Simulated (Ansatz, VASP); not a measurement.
## Cross-check of PtS2 between VASP and Ansatz

One calculation is typed for both programs; each brings its own data sets. How far apart do they land? The cell is taken from a series of runs on this material, whose earlier steps may have relaxed, scaled, displaced or heated it; both programs get it as it stands.

Method: plane waves, with VASP 6.6.1 beside it; G0W0 gap at LDA, in Ansatz 0.2.0.

**1. Set-up**

Symmetry: P-3m1, No. 164, trigonal system. Conventional cell: a = 3.549 Å, b = 3.549 Å, c = 5.597 Å, α = 90.00°, β = 90.00°, γ = 120.00°. Nearest to Pt lie 6 S at 2.39 Å. Nearest to S lie 3 Pt at 2.39 Å. Farther neighbours and most contacts between anions are not listed.

**2. VASP: G0W0 gap, LDA**

Quasiparticle shifts depend on high empty states and on the cores, so they are the hardest test of two PAW sets.

Lines of VASP's logs that name or quote its potential files are left out, and so is its time.

The run reads the wave functions of an earlier VASP run, which isn't shown here.

Contents of INCAR:

```
SYSTEM = PtS2
PREC = Accurate
ENCUT = 340
ISMEAR = 0
SIGMA = 0.01
LREAL = .FALSE.
GGA = CA
NBANDS = 89
LASPH = .TRUE.
ALGO = EVGW0
NELMGW = 1
ENCUTGW = 141.5
NOMEGA = 64
PRECFOCK = Fast
NBANDSGW = 23
LWAVE = .FALSE.
LCHARG = .FALSE.
```

Contents of POSCAR:

```
PtS2
1.0
    3.5487421893      0.0000000000      0.0000000000
   -1.7743710947      3.0733008875      0.0000000000
    0.0000000000      0.0000000000      5.5970665400
Pt S
1 2
Direct
    0.0000000000      0.0000000000      0.0000000000
    0.6666666667      0.3333333333      0.7796640600
    0.3333333333      0.6666666667      0.2203359400
```

Contents of KPOINTS:

```
Automatic mesh
0
Gamma
3 3 2
0 0 0
```

The projector-augmented-wave data sets are Pt_sv_GW and S_GW (LDA family, release 64).

Started as:

```console
$ export OMP_NUM_THREADS=5
$ mpirun -np 1 vasp_std
```

Numbers of over 12 decimals in the logs are rounded to 6 here.

The program printed:

```text
[banner, memory and clock lines left out]
running    1 mpi-ranks, on    1 nodes
 distrk:  each k-point on    1 cores,    1 groups
 distr:  one band on    1 cores,    1 groups
 Offloading initialized ...    1 GPUs detected
 POSCAR found type information on POSCAR PtS
 POSCAR found :  2 types and       3 ions
|                                                                             |
|           W    W    AA    RRRRR   N    N  II  N    N   GGGG   !!!           |
|           W    W   A  A   R    R  NN   N  II  NN   N  G    G  !!!           |
|           W    W  A    A  R    R  N N  N  II  N N  N  G       !!!           |
|           W WW W  AAAAAA  RRRRR   N  N N  II  N  N N  G  GGG   !            |
|           WW  WW  A    A  R   R   N   NN  II  N   NN  G    G                |
|           W    W  A    A  R    R  N    N  II  N    N   GGGG   !!!           |
|                                                                             |
|     The default for ENCUTGWSOFT is different in this version of VASP.       |
|     please manually set ENCUTGWSOFT =141.5 in the INCAR file.               |
|                                                                             |

 LDA part: xc-table for (Slater(with rela. corr.)+CA(PZ))
 , standard interpolation
 found WAVECAR, reading the header
 POSCAR, INCAR and KPOINTS ok, starting setup
 FFT: planning ... GRIDC
 FFT: planning ... GRID_SOFT
 FFT: planning ... GRID
 reading WAVECAR
 the WAVECAR file was read successfully
 initial charge from wavefunction
 available memory per node:   1584.82 GB, setting MAXMEM to   1622857

 The Fermi energy was updated, please check that it is located mid-gap
 values below the HOMO (VB) or above the LUMO (CB) will cause erroneous energies
 E-fermi :   5.2823

 calculate exact exchange contribution
 the WAVEDER file was read successfully
|                                                                             |
|           W    W    AA    RRRRR   N    N  II  N    N   GGGG   !!!           |
|           W    W   A  A   R    R  NN   N  II  NN   N  G    G  !!!           |
|           W    W  A    A  R    R  N N  N  II  N N  N  G       !!!           |
|           W WW W  AAAAAA  RRRRR   N  N N  II  N  N N  G  GGG   !            |
|           WW  WW  A    A  R   R   N   NN  II  N   NN  G    G                |
|           W    W  A    A  R    R  N    N  II  N    N   GGGG   !!!           |
|                                                                             |
|     Automatic setting of frequency mesh for GW failed. Frequency mesh       |
|     properly not suitable for determining QP energies. Consider             |
|     increasing number of kpoints.                                           |
|                                                                             |

energies w=
    0.000    0.000    1.056    0.000    2.110    0.000    3.159    0.000
    4.202    0.000    5.236    0.000    6.261    0.000    7.274    0.000
    8.275    0.000    9.264    0.000   10.239    0.000   11.201    0.000
   12.151    0.000   13.088    0.000   14.013    0.000   14.927    0.000
   15.832    0.000   16.728    0.000   17.617    0.000   18.499    0.000
   19.378    0.000   20.254    0.000   21.129    0.000   22.006    0.000
   22.885    0.000   23.769    0.000   24.660    0.000   25.560    0.000
   26.473    0.000   27.400    0.000   28.344    0.000   29.309    0.000
   30.297    0.000   31.313    0.000   32.360    0.000   33.443    0.000
   34.566    0.000   35.736    0.000   36.958    0.000   38.240    0.000
   39.590    0.000   41.017    0.000   42.532    0.000   44.147    0.000
   45.877    0.000   47.739    0.000   49.754    0.000   51.946    0.000
   54.345    0.000   56.987    0.000   59.915    0.000   63.187    0.000
   66.870    0.000   71.053    0.000   75.852    0.000   81.419    0.000
   87.958    0.000   95.752    0.000  105.200    0.000  116.891    0.000
  131.724    0.000  151.144    0.000  177.640    0.000  215.878    0.000
 responsefunction array rank=     245
 LDA part: xc-table for (Slater(with rela. corr.)+CA(PZ))
 , standard interpolation

 min. memory requirement per mpi rank    214.7 MB, per node    214.7 MB

 allocating  64 responsefunctions rank=   245
 shmem allocating  64 responsefunctions rank=   245
 response function shared by NCSHMEM nodes    1
 Doing            64  frequencies on each core in blocks of            64
NQ=   1    0.0000    0.0000    0.0000,
|.........|.........|.........|.........|.........|.........|.........|.........
 performed         64000 updates of chi_q(r,r)
 total number of BLAS operations         30.98 Gflops
NQ=   2    0.3333    0.0000    0.0000,
|.........|.........|.........|.........|.........|.........|.........|.........
 performed        177000 updates of chi_q(r,r)
 total number of BLAS operations         81.62 Gflops
NQ=   3    0.3333    0.3333    0.0000,
|.........|.........|.........|.........|.........|.........|.........|.........
 performed        257000 updates of chi_q(r,r)
 total number of BLAS operations        113.52 Gflops
NQ=   4    0.0000    0.0000    0.5000,
|.........|.........|.........|.........|.........|.........|.........|.........
 performed        321000 updates of chi_q(r,r)
 total number of BLAS operations        142.76 Gflops
NQ=   5    0.3333    0.0000    0.5000,
|.........|.........|.........|.........|.........|.........|.........|.........
 performed        434000 updates of chi_q(r,r)
 total number of BLAS operations        192.54 Gflops
NQ=   6    0.3333    0.3333    0.5000,
|.........|.........|.........|.........|.........|.........|.........|.........
 performed        514000 updates of chi_q(r,r)
 total number of BLAS operations        226.19 Gflops
 resolving degeneracies of screened two electron integrals

 calculate QP shifts <psi_nk| G(iteration)W_0 |psi_nk>: iteration 1
 entering main loop
```

Parts of OUTCAR (step 2):

```text
ion  position               nearest neighbor table
   1  0.000  0.000  0.000-   2 2.39   3 2.39   2 2.39   3 2.39   2 2.39   3 2.39
   2  0.667  0.333  0.780-   1 2.39   1 2.39   1 2.39
   3  0.333  0.667  0.220-   1 2.39   1 2.39   1 2.39

  LATTYP: Found a hexagonal cell.
 ALAT       =     3.5487421893
 C/A-ratio  =     1.5771972833

 Subroutine GETGRP returns: Found 12 space group operations
 (whereof 12 operations were pure point group operations)

The static configuration has the point symmetry D_3d.

 Found      6 irreducible k-points:

   k-points           NKPTS =      6   k-points in BZ     NKDIM =     18   number of bands    NBANDS=     89

   dimension x,y,z NGX =    24 NGY =   24 NGZ =   36
   dimension x,y,z NGXF=    48 NGYF=   48 NGZF=   72

   ENCUT  =  340.0 eV  24.99 Ry    5.00 a.u.   5.34  5.34  8.42*2*pi/ulx,y,z

   NELECT =      30.0000    total number of electrons

  energy-cutoff  :      340.00
  volume of cell :       61.04
      direct lattice vectors                 reciprocal lattice vectors
     3.548742189  0.000000000  0.000000000     0.281789983  0.162691522 -0.000000000
    -1.774371095  3.073300887  0.000000000     0.000000000  0.325383045  0.000000000
     0.000000000  0.000000000  5.597066540     0.000000000 -0.000000000  0.178665019

 k-points in reciprocal lattice and weights: Automatic mesh
   0.00000000  0.00000000  0.00000000       0.056
   0.33333333  0.00000000  0.00000000       0.333
   0.33333333  0.33333333  0.00000000       0.111
   0.00000000  0.00000000  0.50000000       0.056
   0.33333333  0.00000000  0.50000000       0.333
   0.33333333  0.33333333  0.50000000       0.111

 E-fermi :   5.2823

 QP shifts <psi_nk| G(iteration)W_0 |psi_nk>: iteration 1
 for sc-GW calculations column KS-energies equals QP-energies in previous step
 and V_xc(KS)=  KS-energies - (<T + V_ion + V_H > + <T+V_H+V_ion>^1  + <V_x>^1)
 k-point   1 :       0.0000    0.0000    0.0000
  band No.  KS-energies  QP-energies   sigma(KS)   V_xc(KS)     V^pw_x(r,r')   Z            occupation Imag(sigma)
    ...
     12       3.2050       3.0446     -17.7451     -17.5335     -21.5469       0.7580       2.0000       0.4953
     13       4.1072       3.9422     -14.3090     -14.0943     -16.1092       0.7683       2.0000       0.2805
     14       4.1072       3.9422     -14.3090     -14.0943     -16.1092       0.7683       2.0000       0.2805
     15       4.5483       4.4404     -13.7476     -13.6060     -15.1466       0.7619       2.0000       0.2444
     16       7.4087       8.4753     -15.1419     -16.5247     -12.4683       0.7714       0.0000      -0.3047
     17       7.4087       8.4753     -15.1419     -16.5247     -12.4683       0.7714       0.0000      -0.3047
     18      10.0033      10.9610     -10.3914     -11.5820      -6.1093       0.8044       0.0000      -0.3963
     19      10.0478      10.8831      -9.9797     -11.0142      -6.1945       0.8075       0.0000      -0.3365
    ...

 k-point   2 :       0.3333    0.0000    0.0000
  band No.  KS-energies  QP-energies   sigma(KS)   V_xc(KS)     V^pw_x(r,r')   Z            occupation Imag(sigma)
    ...
     12       2.0816       1.8883     -16.9097     -16.6554     -20.6078       0.7600       2.0000       0.5307
     13       3.1252       2.9842     -17.0318     -16.8462     -20.2477       0.7596       2.0000       0.4284
     14       3.4073       3.2456     -16.4440     -16.2331     -19.3940       0.7674       2.0000       0.3841
     15       3.7054       3.5666     -16.0397     -15.8579     -18.7657       0.7637       2.0000       0.3696
     16       6.5688       7.5874     -15.1572     -16.4750     -12.3793       0.7729       0.0000      -0.2945
     17       7.2772       8.3689     -15.1524     -16.5711     -12.2520       0.7695       0.0000      -0.3314
     18      10.2079      11.3155     -11.2603     -12.6392      -7.1735       0.8032       0.0000      -0.4209
     19      11.9842      13.0153     -10.3774     -11.6589      -6.0243       0.8047       0.0000      -0.4705
    ...

 k-point   3 :       0.3333    0.3333    0.0000
  band No.  KS-energies  QP-energies   sigma(KS)   V_xc(KS)     V^pw_x(r,r')   Z            occupation Imag(sigma)
    ...
     12       1.7909       1.6602     -19.7567     -19.5823     -24.7473       0.7498       2.0000       0.6371
     13       2.2295       1.9149     -13.6510     -13.2434     -16.0958       0.7717       2.0000       0.3897
     14       3.7143       3.5709     -17.6029     -17.4146     -21.0457       0.7611       2.0000       0.4184
     15       3.7143       3.5709     -17.6029     -17.4146     -21.0457       0.7611       2.0000       0.4184
     16       6.0163       7.0261     -14.9045     -16.2107     -12.1770       0.7731       0.0000      -0.2726
     17       6.0163       7.0261     -14.9045     -16.2107     -12.1770       0.7731       0.0000      -0.2726
     18      10.4070      11.4566     -10.6215     -11.9286      -6.5018       0.8030       0.0000      -0.4299
     19      13.2487      14.3507     -10.5475     -11.9302      -5.9516       0.7970       0.0000      -0.5315
    ...

 k-point   4 :       0.0000    0.0000    0.5000
  band No.  KS-energies  QP-energies   sigma(KS)   V_xc(KS)     V^pw_x(r,r')   Z            occupation Imag(sigma)
    ...
     12       2.7228       2.4166     -12.5098     -12.1153     -14.4751       0.7761       2.0000       0.3949
     13       3.8790       3.7695     -17.3023     -17.1576     -20.4996       0.7564       2.0000       0.4151
     14       4.0181       3.8453     -14.2350     -14.0104     -16.0366       0.7692       2.0000       0.2843
     15       4.0181       3.8453     -14.2350     -14.0104     -16.0366       0.7692       2.0000       0.2843
     16       7.6285       8.7315     -15.4245     -16.8528     -12.6681       0.7722       0.0000      -0.3268
     17       7.6285       8.7315     -15.4245     -16.8528     -12.6681       0.7722       0.0000      -0.3268
     18      10.3477      11.2414     -10.0374     -11.1413      -6.1070       0.8096       0.0000      -0.3536
     19      11.6935      12.9542     -12.0072     -13.5849      -7.4224       0.7991       0.0000      -0.5148
    ...

[... 2 further parts left out ...]
```

**3. Ansatz: G0W0 gap, LDA**

Ansatz runs on its default PAW (the set named soft_2) files.

The same cell, functional (in two slightly different forms) and mesh now go to Ansatz, which takes its cutoff from its data sets.

Contents of input.yaml:

```yaml
crystal:
  lattice:
    - [3.5487421893, 0.0, 0.0]
    - [-1.7743710947, 3.0733008875, 0.0]
    - [0.0, 0.0, 5.59706654]
  atoms:
    - { symbol: Pt, position: [0.0, 0.0, 0.0] }
    - { symbol: S, position: [0.6666666667, 0.3333333333, 0.77966406] }
    - { symbol: S, position: [0.3333333333, 0.6666666667, 0.22033594] }
kpoints:
  mp_grid: { grid: [3, 3, 2] }
hamiltonian:
  xc: lda
scf:
  occupations: { method: fixed }
gw:
  n_empty_bands: 74
  ecut_chi: 141.5
  qp_bands: [v2, c2]
  qp_kpoints: [[0.0, 0.0, 0.0], [0.3333333333333, 0.3333333333333, 0.0]]
  screening: { model: contour_deformation }
```

Started as:

```console
$ ansatz run input.yaml --threads 4 --pin off --max-ram 5529MiB --backend cpu --events-out ev --progress --plain --runs-dir out
```

The program printed:

```text
Engine: ansatz 0.2.0, aarch64-unknown-linux-gnu
Pseudopotentials: kind: paw
Pseudopotential: Pt, paw, valence charge 18, recommended cutoff 420 eV (normal), Pt.paw.azcp
Pseudopotential: S, paw, valence charge 6, recommended cutoff 420 eV (normal), S.paw.azcp
Functional definition: SPW92
  exchange = slater_x
  correlation = pw_c
Crystal: 3 atoms, lattice volume = 61.044 Å³
Basis set: ecut = 420 eV, 1177 PW (Γ)
Bands: 19, of which v1, the nominal top of the filled ones, is band 15 counted from 1 (14 counted from 0)
Symmetry: 12 space group operations
Space group: P-3m1 (ITA 164), of the structure as read, at distance tolerance 3.9e-5 Å
k-points: 6 of 18
Non-local potential: Pt, projectors of the file, l = 0: 3, l = 1: 2, l = 2: 2, l = 3: 1
Non-local potential: S, projectors of the file, l = 0: 2, l = 1: 2, l = 2: 2
PAW form: soft (Blöchl's): semilocal exchange-correlation on the pseudo side does not see the compensation charge
PAW frozen core: Pt, regenerated for the run's functional, and the local potential with it (the file was generated under x = pbe(κ = 0.804, μ = 0.219515), c = pbe(β = 0.066725))
PAW frozen core: S, regenerated for the run's functional, and the local potential with it (the file was generated under x = pbe(κ = 0.804, μ = 0.219515), c = pbe(β = 0.066725))
PAW one-centre angular grid: Pt, 590 points (default); XC on 64 Gauss nodes
PAW one-centre angular grid: S, 110 points (default); XC on 64 Gauss nodes
Initial density: superposition of atomic densities (neutral atoms: chi_scale 0, normalization atom), corrected by the library's trained network
Initial wavefunctions: pseudopotential atomic-orbital guess
Functional: x = slater, c = lda
SCF iter   1: F=—  HF=-13985.358952 eV  |F-HF|=—  |Δ(HF+E_count)|=         —  Δρ=7.39e-3  dr2=4.54e-2  ethr=1.77e-3  ⟨swp⟩=4.5  Hψ=499  notcnv=0  defer=12
preconditioner: auto → Resta (q_TF=auto, 2.424 Å⁻¹)  ε∞=6.6  [insulator: Δε(μ)=1.420 eV  Ē_g=9.397 eV  n_scr=22 (ndim 8)  ℏωp=22.3 eV  f_vac=0.066  ε∞_Penn≈6.6]
SCF iter   2: F=—  HF=-13985.351611 eV  |F-HF|=—  |Δ(HF+E_count)|=   7.34e-3  Δρ=3.37e-3  dr2=4.64e-3  ethr=1.51e-4  ⟨swp⟩=2.0  Hψ=174  notcnv=0  defer=12
SCF iter   3: F=—  HF=-13985.350605 eV  |F-HF|=—  |Δ(HF+E_count)|=   1.01e-3  Δρ=1.68e-3  dr2=1.45e-3  ethr=1.55e-5  ⟨swp⟩=3.0  Hψ=186  notcnv=0  defer=12
SCF iter   4: F=—  HF=-13985.350283 eV  |F-HF|=—  |Δ(HF+E_count)|=   3.23e-4  Δρ=2.36e-4  dr2=3.19e-5  ethr=4.85e-6  ⟨swp⟩=2.3  Hψ=172  notcnv=0  defer=12
SCF iter   5: F=—  HF=-13985.350287 eV  |F-HF|=—  |Δ(HF+E_count)|=   4.33e-6  Δρ=4.14e-5  dr2=1.02e-6  ethr=1.06e-7  ⟨swp⟩=2.2  Hψ=166  notcnv=0
SCF iter   6: F=-13985.350287 eV  HF=-13985.350287 eV  |F-HF|=3.47e-8  |Δ(HF+E_count)|=   4.59e-7  Δρ=1.08e-5  dr2=6.56e-8  ethr=3.33e-10  ⟨swp⟩=5.5  Hψ=457  notcnv=0
SCF 1 converged in 6 iterations: F = -13985.350287 eV  dr2 = 6.56e-8
  greatest PAW one-centre occupation: 1.000 electrons in one spin orbital (limit 2), on the Pt atom at site 0 (counted from 0), in its partial waves of l = 0
NSCF: frozen V_eff on 6 k-points
G₀W₀ screening: q 1/6
[... further progress lines ...]
NSCF: frozen V_eff on 1 k-points
NSCF: frozen V_eff on 1 k-points
SCF converged after 6 iterations
Free energy (F): -13985.350287 eV
Harris-Foulkes:  -13985.350287 eV  (|F-HF|=3.47e-8)
Internal energy: -13985.350287 eV  (E = F + TS)
E sigma→0 (E₀):  -13985.350287 eV
Fermi energy:    8.412707 eV
--- Per-component energies (eV) ---
  E_band       = -372.853688
  E_kinetic    = 850.089148
  E_local      = -3514.548704  (includes V_loc(G=0)·N_el)
  E_nonlocal   = 264.406057
  E_hartree    = 1404.874407
  E_xc         = -452.191115
  E_vxc        = -477.318177  (∫ρ·V_xc dr)
  E_paw        = -10314.532664  (= ΣΔE_a)
  E_vpaw       = -305.227586  (= ΣTr[D̂ρ^β])
  E_aug_tail   = 0.000166  (compensation charges beyond the density's cutoff)
  E_ewald      = -2224.217848
  E_core_change = 0.770265  (= ΣΔE_core)
  E_smearing   = -0.000000  (= −TS)
  E_closure    = 0.000000  (closes the sum)
  Σ components = -13985.350287   (vs F -13985.350287, Δ=0.00e0)
--- Band table (eV; the first three rows and the last of 6) ---
  k-point 0: bands = [... 11 lower, 7.0720, 7.9659, 7.9659, 8.4127, 11.2915, 11.2915, 13.8161, 13.8960]
  k-point 1: bands = [... 11 lower, 6.5870, 7.7339, 7.8771, 7.8771, 11.5120, 11.5120, 14.1949, 15.5131]
  k-point 2: bands = [... 11 lower, 5.9401, 6.9997, 7.2774, 7.5768, 10.4505, 11.1589, 14.0332, 15.8234]
  k-point 5: bands = [... 11 lower, 5.6229, 5.7077, 7.2971, 7.2971, 10.7159, 10.7159, 15.6061, 16.3969]
--- G₀W₀: contour deformation, 7 samples at zero and on the imaginary axis and 1 off it, 18 q-points, 74 empty bands' worth ---
  eigenvalues of the whole cell's RPA ε∞ on this k-mesh (on a slab, of 1 + 4πα/V) = 5.0634, 11.0002, 11.0002; static W/v taken at q = 0 is 0.106753
  bands read: the sum over 89 bands ends inside a degenerate multiplet in 2 slots, whose members it reads at an even weight; the widest, k=4: bands 89 to 90 (counted from 1) at 1/2 each
    ik  band        ε_KS         Σx   Σc(E_QP)       V_xc       Z   E_QP_lin       E_QP  E_QP is
     0    14      7.9659   -18.6248     1.9622   -16.6182  0.7367     7.9214     7.9214  root
     0    15      8.4127   -17.5077     1.5319   -15.9683  0.7315     8.4052     8.4052  root
     0    16     11.2915   -16.6683    -3.2502   -20.8046  0.7278    12.2012    12.1777  root
     0    17     11.2915   -16.6683    -3.2502   -20.8046  0.7278    12.2012    12.1777  root
     4    14      7.5919   -25.2979     3.6325   -21.7298  0.7241     7.6561     7.6563  root
     4    15      7.5919   -25.2979     3.6325   -21.7298  0.7241     7.6561     7.6563  root
     4    16      9.9014   -16.2816    -3.2468   -20.4137  0.7447    10.8034    10.7868  root
     4    17      9.9014   -16.2816    -3.2468   -20.4137  0.7447    10.8034    10.7868  root
```

The column dr2 measures how far the density is from self-consistency, as an energy; F and HF (Harris–Foulkes) agree once it is small.

**4. Comparison**

Known differences besides the potentials themselves: the two LDA forms differ slightly; fixed occupations in Ansatz, narrow Gaussian smearing in VASP; the cutoff is 420 eV in Ansatz and 340 eV in VASP; VASP's log shows a relativistic correction to its local exchange, Ansatz's none; Ansatz integrates over frequency by contour deformation, VASP on a grid of NOMEGA points; Ansatz's G0W0 levels solve the quasiparticle equation, VASP's are linearised. Total energies have different zeros and are not compared.

Both answers:

```tsv
quantity	Ansatz	VASP	difference
G0W0 gap on the mesh (eV)	2.38	2.59	-0.20
Kohn-Sham gap under it (eV)	1.49	1.47	+0.02
```

VASP's log warns that its frequency grid doesn't suit quasiparticle energies on this mesh.

**5. Summary of results**

```json
{"difference in G0W0 gap on the mesh (G0W0 gap, LDA)": "-0.20 eV"}
```

**Reading.** The difference in G0W0 gap on the mesh is -0.20 eV (G0W0 gap, LDA). Part of the difference in the G0W0 gap can come from VASP's linearised levels. Such differences can come from data sets, numerical settings and the points named under the comparisons, not from the functional's error against experiment.

[Lines on the potential files, build, host, timing and source positions are cut from VASP's logs without a mark.]

[Logs are printed without paths, hosts, clocks, repeated set-up lines and the standing remarks that a program may print on its own settings, such as how far it seeks lower states.]

[Hosts, paths, dates, database ids (printed as entryN), source tags and the programs' standing remarks are cut or masked in the printed files.]
